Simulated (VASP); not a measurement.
The system is Sb2Se3 (Antimonselite).

```
Sb Se
1.0
    11.77000    0.00000    0.00000
     0.00000    3.96200    0.00000
     0.00000    0.00000   11.62000
Sb Se
8 12
Direct
  0.03050 0.25000 0.32800
  0.96950 0.75000 0.67200
  0.46950 0.75000 0.82800
  0.53050 0.25000 0.17200
  0.14780 0.75000 0.03970
  0.85220 0.25000 0.96030
  0.35220 0.25000 0.53970
  0.64780 0.75000 0.46030
  0.05340 0.25000 0.87320
  0.94660 0.75000 0.12680
  0.44660 0.75000 0.37320
  0.55340 0.25000 0.62680
  0.13020 0.75000 0.44340
  0.86980 0.25000 0.55660
  0.36980 0.25000 0.94340
  0.63020 0.75000 0.05660
  0.21320 0.25000 0.19350
  0.78680 0.75000 0.80650
  0.28680 0.75000 0.69350
  0.71320 0.25000 0.30650
```

```yaml
Program: VASP 6.6.1
Task: relaxation of cell and atoms
Functional: PBE
Potentials_or_basis: VASP PAW PBE potentials, release 64 (Sb, Se)
Cutoff: 300 eV
k_mesh: 2 × 4 × 2
Occupations: gaussian, width 0.03 eV
Spin: no spin polarisation
```

At the start: pressure 3.3 GPa; volume 27.09 Å³/atom.

Task: Where does the relaxation end?

Result: Over 33 steps the energy falls by 20.7 meV/atom and the volume is 29.60 Å³/atom (+9.2 %); space group Pnma (No. 62, to 0.05 Å).

The path:
```csv
step,energy change (eV),largest force (eV/Å),pressure (GPa),volume (Å³)
1,0.0000,0.4884,3.31,541.87
2,-0.1163,0.4664,-2.09,586.92
3,-0.2881,0.1530,0.05,566.46
4,-0.3061,0.1291,0.03,568.06
5,-0.3382,0.0833,-0.01,572.84
6,-0.3422,0.0816,-0.02,575.14
7,-0.3579,0.0701,0.00,576.37
8,-0.3686,0.1363,0.06,578.42
9,-0.3822,0.0932,0.01,580.56
10,-0.3906,0.1181,-0.07,584.03
11,-0.3967,0.0734,0.15,583.76
12,-0.3975,0.0775,0.25,583.64
13,-0.4018,0.0684,0.15,585.45
14,-0.4051,0.1006,-0.14,590.90
15,-0.4056,0.0719,-0.07,589.48
16,-0.4079,0.0564,-0.04,589.88
17,-0.4104,0.0392,-0.01,590.58
18,-0.4092,0.0772,0.07,591.97
19,-0.4109,0.0384,0.02,591.06
20,-0.4117,0.0263,-0.03,591.56
21,-0.4119,0.0406,-0.09,592.25
22,-0.4123,0.0370,-0.07,592.10
23,-0.4127,0.0307,-0.03,591.82
24,-0.4126,0.0314,0.06,591.25
25,-0.4128,0.0286,0.01,591.56
26,-0.4131,0.0239,0.02,591.62
27,-0.4136,0.0210,0.03,591.80
28,-0.4136,0.0255,0.03,591.86
29,-0.4138,0.0161,-0.02,592.33
30,-0.4138,0.0127,-0.03,592.51
31,-0.4140,0.0110,-0.02,592.28
32,-0.4140,0.0141,0.00,592.07
33,-0.4141,0.0095,0.01,591.94
```

Final structure:
```xyz
20
Lattice="12.7233 0.0000 0.0000 0.0000 4.0431 0.0000 0.0000 0.0000 11.5070" Properties=species:S:1:pos:R:3 pbc="T T T"
Sb    0.4314    1.0108    3.8149
Sb   12.2919    3.0324    7.6920
Sb    5.9303    3.0324    9.5684
Sb    6.7930    1.0108    1.9385
Sb    1.7610    3.0324    0.4290
Sb   10.9623    1.0108   11.0780
Sb    4.6007    1.0108    6.1825
Sb    8.1226    3.0324    5.3245
Se    0.6173    1.0108    9.9742
Se   12.1060    3.0324    1.5327
Se    5.7444    3.0324    4.2207
Se    6.9789    1.0108    7.2862
Se    1.6169    3.0324    5.1889
Se   11.1064    1.0108    6.3181
Se    4.7447    1.0108   10.9424
Se    7.9786    3.0324    0.5646
Se    2.6075    1.0108    2.1983
Se   10.1158    3.0324    9.3086
Se    3.7541    3.0324    7.9518
Se    8.9692    1.0108    3.5552
```
